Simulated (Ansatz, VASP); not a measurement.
## Al2GaN3: VASP beside Ansatz

Wanted: the spread between two codes on one cell, functional and k mesh. The cell is generated by rule, not measured, and may not be a known phase. The cell is taken from a series of runs on this material, whose earlier steps may have relaxed, scaled, displaced or heated it; both programs get it as it stands.

Main program and level: Ansatz 0.2.0; plane waves, with VASP 6.6.1 beside it; relaxation of cell and atoms at PBEsol.

The structure was built from a prototype and need not be the compound's stable phase.

### Step 1. Set-up

It takes space group I-4m2 (No. 119, tetragonal). Conventional cell: a = 3.125 Å, b = 3.125 Å, c = 13.260 Å, α = 90.00°, β = 90.00°, γ = 90.00°. Al has 4 N at 1.91 Å nearest. Nearest to Ga lie 4 N at 1.91 Å. N has 4 Al at 1.91 Å nearest. Nearest to N lie 2 Ga at 1.91 Å and 2 Al at 1.91 Å. Farther neighbours and most contacts between anions are not listed.

Structure file:

```xyz
6
Lattice="2.2100 2.2100 0.0000 -2.2100 2.2100 0.0000 2.2100 0.0000 6.6300" Properties=species:S:1:pos:R:3 pbc="T T T"
Al    2.2100    2.2100    0.0000
Al    0.0000    2.2100    2.2100
Ga    2.2100    2.2100    4.4200
N     1.1050    1.1050    1.1050
N     1.1050    3.3150    3.3150
N     1.1050    1.1050    5.5250
```

### Step 2. VASP: relaxation of cell and atoms, PBEsol, pair 1

The relaxed volume is the usual yardstick between codes: in a stiff, nearly cubic crystal its relative difference is about their pressure difference at one cell divided by the bulk modulus.

Lines of VASP's logs that name or quote its potential files are left out, and so is its time.

The input, INCAR:

```
SYSTEM = Al2GaN3
PREC = Accurate
ENCUT = 600
EDIFF = 1E-07
NELM = 120
ISMEAR = 0
SIGMA = 0.1
LREAL = .FALSE.
ALGO = Normal
GGA = PS
NBANDS = 23
LORBIT = 11
LWAVE = .FALSE.
LCHARG = .FALSE.
ISIF = 3
IBRION = 2
NSW = 80
EDIFFG = -0.005
LASPH = .TRUE.
GGA_COMPAT = .FALSE.
NELMIN = 4
EFERMI = MIDGAP
KPAR = 2
```

The input, POSCAR:

```
Al2GaN3
1.0
    2.2100000000      2.2100000000      0.0000000000
   -2.2100000000      2.2100000000      0.0000000000
    2.2100000000      0.0000000000      6.6300000000
Al Ga N
2 1 3
Direct
    0.9999999246      0.0000000754      0.0000001508
    0.3333334087      0.6666665913      0.3333331825
    0.6666666667      0.3333333333      0.6666666667
    0.4166666667      0.0833333333      0.1666666667
    0.7499999246      0.7500000754      0.5000001508
    0.0833334087      0.4166665913      0.8333331825
```

The input, KPOINTS:

```
Automatic mesh
0
Gamma
6 6 6
0 0 0
```

The projector-augmented-wave data sets are Al, Ga_d and N (PBE family, release 64).

Launch:

```sh
> mpirun -np 2 vasp_std
```

Numbers of over 12 decimals in the logs are rounded to 6 here.

Output:

```text
[banner, memory and clock lines left out]
running    2 mpi-ranks, on    1 nodes
 distrk:  each k-point on    1 cores,    2 groups
 distr:  one band on    1 cores,    1 groups

 POSCAR found type information on POSCAR AlGaN
 POSCAR found :  3 types and       6 ions
|                                                                             |
|               ----> ADVICE to this user running VASP <----                  |
|                                                                             |
|     You enforced a specific xc type in the INCAR file but a different       |
|     [... a line on the potential file left out ...]
|     I HOPE YOU KNOW WHAT YOU ARE DOING!                                     |
|                                                                             |

 LDA part: xc-table for (Slater+PW92), standard interpolation
 POSCAR, INCAR and KPOINTS ok, starting setup
 FFT: planning ... GRIDC
 FFT: planning ... GRID_SOFT
 FFT: planning ... GRID
 WAVECAR not read
 entering main loop
       N       E                     dE             d eps       ncg     rms          rms(c)
DAV:   1     0.285479675468E+03    0.28548E+03   -0.16973E+04  1458   0.214E+03
DAV:   2    -0.122830528302E+02   -0.29776E+03   -0.27822E+03  1619   0.534E+02
DAV:   3    -0.492033742700E+02   -0.36920E+02   -0.36540E+02  1667   0.146E+02
DAV:   4    -0.505468979623E+02   -0.13435E+01   -0.13396E+01  1840   0.317E+01
DAV:   5    -0.505813583691E+02   -0.34460E-01   -0.34446E-01  1742   0.455E+00    0.137E+01
DAV:   6    -0.442764750283E+02    0.63049E+01   -0.21596E+01  2177   0.570E+01    0.463E+00
DAV:   7    -0.443405713284E+02   -0.64096E-01   -0.19486E+00  1534   0.114E+01    0.336E+00
DAV:   8    -0.442975857442E+02    0.42986E-01   -0.31883E-01  2038   0.760E+00    0.844E-01
DAV:   9    -0.442762247758E+02    0.21361E-01   -0.82919E-02  2120   0.472E+00    0.378E-01
DAV:  10    -0.442763596653E+02   -0.13489E-03   -0.86186E-03  1770   0.771E-01    0.184E-01
DAV:  11    -0.442765106554E+02   -0.15099E-03   -0.55090E-04  2138   0.268E-01    0.407E-02
DAV:  12    -0.442764935271E+02    0.17128E-04   -0.10317E-04  1759   0.846E-02    0.168E-02
DAV:  13    -0.442764925247E+02    0.10024E-05   -0.29070E-05  2151   0.381E-02    0.104E-02
DAV:  14    -0.442764922586E+02    0.26614E-06   -0.16401E-06  2014   0.160E-02    0.436E-03
DAV:  15    -0.442764922989E+02   -0.40329E-07   -0.42376E-07  1758   0.594E-03
   1 F= -.44276492E+02 E0= -.44276492E+02  d E =-.442765E+02
[...]
2 F= -.44321755E+02 E0= -.44321755E+02  d E =-.452630E-01
[...]
3 F= -.44324405E+02 E0= -.44324405E+02  d E =-.479129E-01
[...]
4 F= -.44336455E+02 E0= -.44336455E+02  d E =-.120502E-01
[...]
5 F= -.44336571E+02 E0= -.44336571E+02  d E =-.121657E-01
[...]
6 F= -.44336639E+02 E0= -.44336639E+02  d E =-.680368E-04
[...]
7 F= -.44336646E+02 E0= -.44336646E+02  d E =-.749376E-04
 curvature:  -0.68 expect dE=-0.479E-04 dE for cont linesearch -0.115E-06
 trial: gam= 0.60175 g(F)=  0.419E-05 g(S)=  0.661E-04 ort = 0.441E-05 (trialstep = 0.992E+00)
 search vector abs. value=  0.117E-03
 bond charge predicted
       N       E                     dE             d eps       ncg     rms          rms(c)
DAV:   1    -0.443368228078E+02   -0.17688E-03   -0.52662E-03  1772   0.978E-01    0.840E-02
DAV:   2    -0.443367218622E+02    0.10095E-03   -0.44156E-04  1953   0.407E-01    0.435E-02
DAV:   3    -0.443366844530E+02    0.37409E-04   -0.44822E-05  2060   0.160E-01    0.139E-02
DAV:   4    -0.443366808639E+02    0.35892E-05   -0.15982E-05  1879   0.378E-02    0.277E-03
DAV:   5    -0.443366808615E+02    0.24079E-08   -0.97113E-07  1727   0.852E-03
   8 F= -.44336681E+02 E0= -.44336681E+02  d E =-.349717E-04
 trial-energy change:   -0.000035  1 .order   -0.000034   -0.000072    0.000005
 step:   0.9373(harm=  0.9331)  dis= 0.00011  next Energy=   -44.336681 (dE=-0.351E-04)
 reached required accuracy - stopping structural energy minimisation
```

From OUTCAR (step 2):

```text
ion  position               nearest neighbor table
   1  1.000  0.000  0.000-   4 1.91   4 1.91   6 1.91   6 1.91   2 3.13   2 3.13   2 3.13   2 3.13
                             3 3.13   3 3.13   3 3.13   3 3.13
   2  0.333  0.667  0.333-   4 1.91   4 1.91   5 1.91   5 1.91   1 3.13   1 3.13   1 3.13   1 3.13
                             3 3.13   3 3.13   3 3.13   3 3.13
   3  0.667  0.333  0.667-   6 1.91   5 1.91   6 1.91   5 1.91   1 3.13   1 3.13   1 3.13   2 3.13
                             1 3.13   2 3.13   2 3.13   2 3.13
   4  0.417  0.083  0.167-   2 1.91   1 1.91   2 1.91   1 1.91
   5  0.750  0.750  0.500-   3 1.91   3 1.91   2 1.91   2 1.91
   6  0.083  0.417  0.833-   3 1.91   3 1.91   1 1.91   1 1.91

  LATTYP: Found a body centered tetragonal cell.
 ALAT       =     3.1254119728
 C/A-ratio  =     4.2426406871

 Subroutine GETGRP returns: Found  8 space group operations
 (whereof  4 operations were pure point group operations)

The static configuration has the point symmetry C_2v.
 The point group associated with its full space group is D_2d.

 Found     30 irreducible k-points:

   k-points           NKPTS =     30   k-points in BZ     NKDIM =     30   number of bands    NBANDS=     23

   dimension x,y,z NGX =    28 NGY =   28 NGZ =   56
   dimension x,y,z NGXF=    56 NGYF=   56 NGZF=  112

   ENCUT  =  600.0 eV  44.10 Ry    6.64 a.u.   6.24  6.24 13.96*2*pi/ulx,y,z

   NELECT =      34.0000    total number of electrons

 k-points in reciprocal lattice and weights: Automatic mesh
   0.00000000  0.00000000  0.00000000       0.005
   0.16666667  0.00000000  0.00000000       0.037
   0.33333333  0.00000000 -0.00000000       0.037
   0.50000000  0.00000000 -0.00000000       0.019
   0.16666667  0.16666667  0.00000000       0.019
   0.33333333  0.16666667  0.00000000       0.074
   0.50000000  0.16666667 -0.00000000       0.074
  -0.33333333  0.16666667 -0.00000000       0.074
  -0.16666667  0.16666667  0.00000000       0.037
[...]
-0.16666667  0.16666667  0.33333333       0.019
   0.00000000  0.00000000  0.50000000       0.005

 average (electrostatic) potential at core
       1 -71.8613       2 -71.8613       3 -62.3957       4 -60.5280       5 -60.8519
       6 -60.8519

 E-fermi :   7.2359

 k-point     1 :       0.0000    0.0000    0.0000
  band No.  band energies     occupation
    ...
     13       4.0312      2.00000
     14       4.0312      2.00000
     15       5.5496      2.00000
     16       5.6642      2.00000
     17       5.6642      2.00000
     18       8.8326      0.00000
     19      10.1237      0.00000
     20      10.3543      0.00000
     21      13.8873      0.00000
     22      14.2736      0.00000
    ...

 k-point     2 :       0.1667    0.0000    0.0000
  band No.  band energies     occupation
    ...
     13       3.9330      2.00000
     14       4.2572      2.00000
     15       4.2840      2.00000
     16       5.2763      2.00000
     17       5.6092      2.00000
     18       9.9873      0.00000
     19      10.7092      0.00000
     20      11.3911      0.00000
     21      14.1509      0.00000
     22      15.0303      0.00000
    ...

 k-point     3 :       0.3333    0.0000   -0.0000
  band No.  band energies     occupation
    ...
     13       4.3299      2.00000
     14       4.4648      2.00000
     15       4.5422      2.00000
     16       4.6957      2.00000
     17       5.4054      2.00000
     18      11.3969      0.00000
     19      11.9894      0.00000
     20      12.4922      0.00000
     21      13.8509      0.00000
     22      14.6738      0.00000
    ...

  Total        0.0146067      0.0146067      0.0092379      0.0000000      0.0000000      0.0000000
  in kB        0.3624593      0.3624593      0.2292351      0.0000000      0.0000000      0.0000000
  external PRESSURE =       0.3180512 kB  Pullay stress =       0.0000000 kB

  energy-cutoff  :      600.00
  volume of cell :       64.57
      direct lattice vectors                 reciprocal lattice vectors
     2.211039297  2.211039297  0.000000000     0.226137998  0.226137998 -0.075716551
    -2.211039297  2.211039297  0.000000000    -0.226137998  0.226137998  0.075716551
     2.211039297  0.000000000  6.603575980     0.000000000  0.000000000  0.151433103

 POSITION                                       TOTAL-FORCE (eV/Angst)
 -----------------------------------------------------------------------------------
      2.21104      2.21104      0.02183         0.000000      0.000000     -0.000637
     -0.00000      2.21104      2.17936        -0.000000      0.000000      0.000637
      2.21104      2.21104      4.40238        -0.000000     -0.000000      0.000000
      1.10552      1.10552      1.10060        -0.000000     -0.000000      0.000000
      1.10552      3.31656      3.24689         0.000000     -0.000000      0.002724
      1.10552      1.10552      5.55788        -0.000000     -0.000000     -0.002724
 -----------------------------------------------------------------------------------
    total drift:                                0.000101      0.000008      0.000061

  FREE ENERGIE OF THE ION-ELECTRON SYSTEM (eV)
  ---------------------------------------------------
  free  energy   TOTEN  =       -44.3366808615 eV

  energy  without entropy=      -44.3366808615  energy(sigma->0) =      -44.33668086

 reached required accuracy - stopping structural energy minimisation

 total charge
# of ion       s       p       d       tot
------------------------------------------
    1        0.371   0.442   0.000   0.813
    2        0.371   0.442   0.000   0.813
    3        0.790   0.926  10.188  11.904
    4        1.214   2.607   0.000   3.821
    5        1.214   2.560   0.000   3.775
    6        1.214   2.560   0.000   3.775
--------------------------------------------------
tot          5.174   9.538  10.188  24.901

[... 3 further parts left out ...]
```

The run keeps the 8 symmetry operations of its start, so it cannot find a distortion of lower symmetry.

(Continued in part 2 of 3.)

[Lines on the potential files, build, host, timing and source positions are cut from VASP's logs without a mark.]

[Logs are printed without paths, hosts, clocks, repeated set-up lines and the standing remarks that a program may print on its own settings, such as how far it seeks lower states.]

[Hosts, paths, dates, database ids (printed as entryN), source tags and the programs' standing remarks are cut or masked in the printed files.]
